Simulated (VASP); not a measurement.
Data:

```
Y
1.0
    1.84210    -3.19060     0.00000
    1.84210     3.19060     0.00000
    0.00000     0.00000     5.67525
Y
2
Cartesian
  1.84210   1.06354   1.41881
  1.84210  -1.06354   4.25643
```

Computed with r2SCAN meta-GGA with spin-orbit coupling, VASP's PBE PAW potentials (set 64) (plane waves; VASP). Settings: 400 eV cut-off, 10×10×6 Γ-centred mesh, Gaussian smearing of 0.050 eV, potentials Y_sv.

### Question
Estimate the energy per atom (σ→0), band gap (over mesh and band path) with the smallest direct gap where there is one.

### Answer

```json
{
 "band gap (over mesh and band path)": "none (metal, semimetal or under 0.01 eV)",
 "energy per atom (σ→0)": "-20.321 eV/atom"
}
```

Total energies compare only between runs with the same potentials, cut-off and functional.

The compound is Y in the hcp structure. It was relaxed first.
